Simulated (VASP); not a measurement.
# Sn3P2 (R-3m) in VASP: notebook

Runs on Sn3P2. Level: PBE. Tasks: relaxation of cell and atoms.

Program: VASP 6.6.1. These are calculated values, not measurements. Logs are shortened: lines on timing, memory, paths and dates and some standing lists are left out, and cuts for length are marked.

## (1) The crystal as given

Symmetry: R-3m, No. 166, trigonal system. Conventional cell: a = 4.084 Å, b = 4.084 Å, c = 25.257 Å, α = 90.00°, β = 90.00°, γ = 120.00°. Sn (site symmetry 3m) is surrounded by 3 P at 2.71 Å. Sn (site symmetry -3m) has 6 P at 2.90 Å as nearest neighbours. Around P (site symmetry 3m) lie 6 Sn at 2.71 to 2.90 Å.

The cell was built by a generator and needn't be a form met in nature.

## (2) Relaxation of cell and atoms, PBE

Input file INCAR:

```
SYSTEM = Sn3P2
  ALGO = Normal
  EDIFF = 1E-6
  EDIFFG = -0.01
  ENCUT = 520
  GGA = PE
  IBRION = 2
  ISIF = 3
  ISMEAR = 0
  KPAR = 4
  LASPH = .True.
  LCHARG = .False.
  LREAL = .False.
  LWAVE = .False.
  NELM = 120
  NSW = 90
  PREC = Accurate
  SIGMA = 0.1
```

Input file KPOINTS:

```
k-points
0
Gamma
  8 8 8
  0 0 0
```

Input file POSCAR:

```
Sn3P2
1.0
    2.0420329600      1.1789682800      8.4190000000
   -2.0420329600      1.1789682800      8.4190000000
    0.0000000000     -2.3579365600      8.4190000000
Sn P
3 2
Direct
    0.2137229300      0.2137229300      0.2137229300
    0.7862770700      0.7862770700      0.7862770700
    0.0000000000      0.0000000000      0.0000000000
    0.5997545200      0.5997545200      0.5997545200
    0.4002454800      0.4002454800      0.4002454800
```

Potentials or basis: VASP PAW PBE potentials, release 64 (Sn_d, P).

Started as:

```console
$ cat potpaw_PBE.64/Sn_d/POTCAR potpaw_PBE.64/P/POTCAR > POTCAR
$ mpirun -np 4 vasp_std > vasp.out
```

OUTCAR:

```text
SYSTEM = Sn3P2
   EDIFF = 1E-6
   EDIFFG = -0.01
   ENCUT = 520
   GGA = PE
   IBRION = 2
   ISIF = 3
   ISMEAR = 0
   LASPH = .True.
   LREAL = .False.
   NELM = 120
   NSW = 90
   PREC = Accurate

 ion  position               nearest neighbor table
   1  0.214  0.214  0.214-   4 2.71   4 2.71   4 2.71   2 3.35   2 3.35   2 3.35
   2  0.786  0.786  0.786-   5 2.71   5 2.71   5 2.71   1 3.35   1 3.35   1 3.35
   3  0.000  0.000  0.000-   4 2.90   4 2.90   5 2.90   5 2.90   4 2.90   5 2.90
   4  0.600  0.600  0.600-   1 2.71   1 2.71   1 2.71   3 2.90   3 2.90   3 2.90
   5  0.400  0.400  0.400-   2 2.71   2 2.71   2 2.71   3 2.90   3 2.90   3 2.90

  LATTYP: Found a trigonal (rhomboedric) cell.
 ALAT       =     8.7429643608
 COS(alpha) =     0.8908966526

  Lattice vectors:

 A1 = (   2.0420329600,   1.1789682800,   8.4190000000)
 A2 = (  -2.0420329600,   1.1789682800,   8.4190000000)
 A3 = (   0.0000000000,  -2.3579365600,   8.4190000000)

Analysis of symmetry for initial positions (statically):
=====================================================================
 Subroutine PRICEL returns:
 Original cell was already a primitive cell.

 Routine SETGRP: Setting up the symmetry group for a
 trigonal (rhombohedral) supercell.

 Subroutine GETGRP returns: Found 12 space group operations
 (whereof 12 operations were pure point group operations)
 out of a pool of 12 trial point group operations.

The static configuration has the point symmetry D_3d.

Analysis of symmetry for dynamics (positions and initial velocities):
=====================================================================
 Subroutine PRICEL returns:
 Original cell was already a primitive cell.

 Routine SETGRP: Setting up the symmetry group for a
 trigonal (rhombohedral) supercell.

 Subroutine GETGRP returns: Found 12 space group operations
 (whereof 12 operations were pure point group operations)
 out of a pool of 12 trial point group operations.

The dynamic configuration has the point symmetry D_3d.

 Subroutine INISYM returns: Found 12 space group operations
 (whereof 12 operations are pure point group operations),
 and found     1 'primitive' translations

----------------------------------------------------------------------------------------

                                     Primitive cell

[... 118 lines left out ...]
  Fermi-wavevector in a.u.,A,eV,Ry     =   1.233343  2.330680 20.696284  1.521134
  Thomas-Fermi vector in A             =   2.368077
   LORBIT       =      0    0 simple, 1 ext, 2 COOP (PROOUT), +10 PAW based schemes
   GGA     = PE    functional components
   LHFCALC =     F    Hartree Fock is set to
   AEXX    =    0.0000 exact exchange contribution
   IVDW    =     0    specifies the selected vdW correction
   LEPSILON=     F    determine dielectric tensor
   LRPA    =     F    only Hartree local field effects (RPA)
 conjugate gradient relaxation of ions
 non-spin polarized calculation
 Gauss-broadening in eV      SIGMA  =   0.10
  energy-cutoff  :      520.00
  volume of cell :      121.61
 maximum number of plane-waves:      3302
 NGX is ok and might be reduce to    70
   NGX = 33   NGY = 33   NGZ = 33

--------------------------------------- Ionic step        1  -------------------------------------------

 number of electron      52.0000003 magnetization

 Free energy of the ion-electron system (eV)
  ---------------------------------------------------
  ext. energy  EPLUGINS =         0.00000000
  ---------------------------------------------------
  free energy    TOTEN  =       -22.44449754 eV

  energy without entropy =      -22.43850641  energy(sigma->0) =      -22.44150198

------------------------ aborting loop because EDIFF is reached ----------------------------------------

  FORCE on cell =-STRESS in cart. coord.  units (eV):
  Direction    XX          YY          ZZ          XY          YZ          ZX
  --------------------------------------------------------------------------------------
  -------------------------------------------------------------------------------------
  Total        0.1653528      0.1653528      0.8327659      0.0000000     -0.0000000      0.0000000
  in kB        2.1784399      2.1784400     10.9712698      0.0000000     -0.0000000      0.0000000
  external PRESSURE =       5.1093832 kB  Pullay stress =       0.0000000 kB
[... 98 lines left out ...]
  FREE ENERGIE OF THE ION-ELECTRON SYSTEM (eV)
  ---------------------------------------------------
  free  energy   TOTEN  =       -22.4522307497 eV

  energy  without entropy=      -22.4465312814  energy(sigma->0) =      -22.44938102

[... ionic steps 4 to 7 ...]

--------------------------------------- Ionic step        8  -------------------------------------------

 number of electron      52.0000003 magnetization

------------------------ aborting loop because EDIFF is reached ----------------------------------------
[... 73 lines left out ...]
--------------------------------------- Ionic step       10  -------------------------------------------

 number of electron      52.0000004 magnetization

 Free energy of the ion-electron system (eV)
  ---------------------------------------------------
  ext. energy  EPLUGINS =         0.00000000
  ---------------------------------------------------
  free energy    TOTEN  =       -22.45900207 eV

  energy without entropy =      -22.45490328  energy(sigma->0) =      -22.45695267

 E-fermi :   7.3696     XC(G=0): -10.0565

 val. band max:        7.3548442589   @ k =  -0.2500   0.2500   0.1250
 cond. band min:       7.4667432893   @ k =   0.3750   0.2500   0.2500
 fundamental gap:      0.1118990304
 Fermi energy:         7.3696357741

 k-point     1 :       0.0000    0.0000    0.0000
  band No.  band energies     occupation
      1     -14.3254      2.00000
      2     -14.3254      2.00000
      3     -14.3136      2.00000
      4     -14.3136      2.00000
      5     -14.3134      2.00000
      6     -14.3038      2.00000
[... 805 lines left out ...]
     30      10.2160      0.00000
     31      10.2873      0.00000

 [... further k-points ...]

------------------------ aborting loop because EDIFF is reached ----------------------------------------

  FORCE on cell =-STRESS in cart. coord.  units (eV):
  Direction    XX          YY          ZZ          XY          YZ          ZX
  --------------------------------------------------------------------------------------
  -------------------------------------------------------------------------------------
  Total       -0.0060619     -0.0060619      0.0167476      0.0000000      0.0000000      0.0000000
  in kB       -0.0795395     -0.0795395      0.2197498      0.0000000      0.0000000      0.0000000
  external PRESSURE =       0.0202236 kB  Pullay stress =       0.0000000 kB
[... 20 lines left out ...]
  FREE ENERGIE OF THE ION-ELECTRON SYSTEM (eV)
  ---------------------------------------------------
  free  energy   TOTEN  =       -22.4590020695 eV

  energy  without entropy=      -22.4549032767  energy(sigma->0) =      -22.45695267

 reached required accuracy - stopping structural energy minimisation
```

Wall time 16 min (4 MPI ranks of Intel Xeon Platinum 8559C (Emerald Rapids), shared host); peak memory 0.91 GiB.

What came out:

```
Free energy                            : -22.4590 eV
Relaxed volume                         : 24.42 Å³/atom
Relaxed cell                           : a = 8.895 Å, b = 8.895 Å, c = 8.895 Å, α = 26.34°, β = 26.34°, γ = 26.34°
Space group after relaxing (to 0.05 Å) : R-3m (No. 166)
Energy gained by relaxing              : 2.9 meV/atom
Ionic steps                            : 10
Pressure after relaxing                : 0.0 GPa
Largest force after relaxing           : 0.004 eV/Å
Band gap on the k mesh                 : none (metal or under the smearing width)
```

Forces on the atoms (eV/Å):
```
Sn   0.000  0.000 -0.003
Sn   0.000  0.000  0.003
Sn   0.000  0.000  0.000
P    0.000  0.000 -0.004
P    0.000  0.000  0.004
```

The path:
| step | energy change (eV) | largest force (eV/Å) | pressure (GPa) | volume (Å³) |
| --- | --- | --- | --- | --- |
| 1 | 0.0000 | 0.2008 | 0.51 | 121.61 |
| 2 | -0.0075 | 0.0685 | -0.28 | 122.98 |
| 3 | -0.0077 | 0.0436 | -0.43 | 123.24 |
| 4 | -0.0126 | 0.0125 | -0.25 | 122.66 |
| 5 | -0.0142 | 0.0312 | -0.09 | 122.20 |
| 6 | -0.0142 | 0.0350 | -0.09 | 122.13 |
| 7 | -0.0142 | 0.0364 | -0.05 | 122.11 |
| 8 | -0.0144 | 0.0150 | 0.04 | 121.95 |
| 9 | -0.0144 | 0.0122 | 0.07 | 121.93 |
| 10 | -0.0145 | 0.0041 | 0.00 | 122.11 |

Final structure:
```
CELL_PARAMETERS angstrom
2.02663 1.17008 8.58210
-2.02663 1.17008 8.58210
0.00000 -2.34016 8.58210
ATOMIC_POSITIONS crystal
Sn 0.21288 0.21288 0.21288
Sn 0.78712 0.78712 0.78712
Sn 0.00000 0.00000 0.00000
P 0.60022 0.60022 0.60022
P 0.39978 0.39978 0.39978
```

## (3) Relaxation of cell and atoms, PBE

This run uses another cell than the first one, of 24.42 Å³/atom, 1.004 times its volume.

INCAR: that of step 2 with these lines changed.

```diff
@@ -2,4 +2,4 @@
   ALGO = Normal
-  EDIFF = 1E-6
-  EDIFFG = -0.01
+  EDIFF = 1E-7
+  EDIFFG = -0.005
   ENCUT = 520
@@ -15,3 +15,4 @@
   NELM = 120
-  NSW = 90
+  NSW = 60
+  POTIM = 0.3
   PREC = Accurate
```

KPOINTS is that of step 2.

Input file POSCAR:

```
Sn3P2                                   
1.0
    2.0266341167      1.1700777537      8.5821005384
   -2.0266341167      1.1700777537      8.5821005384
   -0.0000000000     -2.3401555073      8.5821005384
  Sn              P             
     3     2
Direct
     0.2128750950224449    0.2128750950224449    0.2128750950224449
     0.7871249049775549    0.7871249049775549    0.7871249049775549
     1.0000000000000000    1.0000000000000000    0.0000000000000000
     0.6002230307116049    0.6002230307116049    0.6002230307116049
     0.3997769692883952    0.3997769692883952    0.3997769692883952
```

Potentials or basis: VASP PAW PBE potentials, release 64 (Sn_d, P).

Started as:

```console
$ cat potpaw_PBE.64/Sn_d/POTCAR potpaw_PBE.64/P/POTCAR > POTCAR
$ mpirun -np 4 vasp_std > vasp.out
```

Run time: 3.7 min. Hardware: 4 MPI ranks of Intel Xeon Platinum 8559C (Emerald Rapids), shared host; peak memory 0.78 GiB.

It converged, with:

| Property | Result |
| --- | --- |
| Free energy | -22.4592 eV |
| Pressure after relaxing | 0.0 GPa |
| Largest force after relaxing | 0.004 eV/Å |
| Band gap on the k mesh | none (metal or under the smearing width) |

Forces on the atoms (eV/Å):
```
Sn   0.000  0.000 -0.002
Sn   0.000  0.000  0.002
Sn   0.000  0.000  0.000
P    0.000  0.000 -0.004
P    0.000  0.000  0.004
```

Final structure:
```
CELL_PARAMETERS angstrom
2.02663 1.17008 8.58210
-2.02663 1.17008 8.58210
0.00000 -2.34016 8.58210
ATOMIC_POSITIONS crystal
Sn 0.21288 0.21288 0.21288
Sn 0.78712 0.78712 0.78712
Sn 0.00000 0.00000 0.00000
P 0.60022 0.60022 0.60022
P 0.39978 0.39978 0.39978
```

Levels at points of the mesh, in eV from the Fermi level:
```csv
k point,band 22,band 23,band 24,band 25,band 26,band 27,band 28,band 29,band 30,band 31
"(0.00, 0.00, 0.00)",-1.59,-1.49,-1.49,-0.07,0.14,1.46,1.46,2.01,2.01,2.07
"(0.50, 0.00, 0.00)",-3.17,-2.69,-2.56,-1.97,-1.67,-0.49,1.88,1.92,2.22,2.30
"(0.50, 0.50, 0.00)",-4.06,-3.38,-3.09,-2.29,-0.27,-0.12,0.66,2.06,2.38,2.99
"(0.50, 0.50, 0.50)",-1.58,-1.49,-1.49,-1.19,0.25,1.03,1.03,1.94,3.18,3.18
```

Caveat: the relaxation stopped at its first step, so nothing moved.
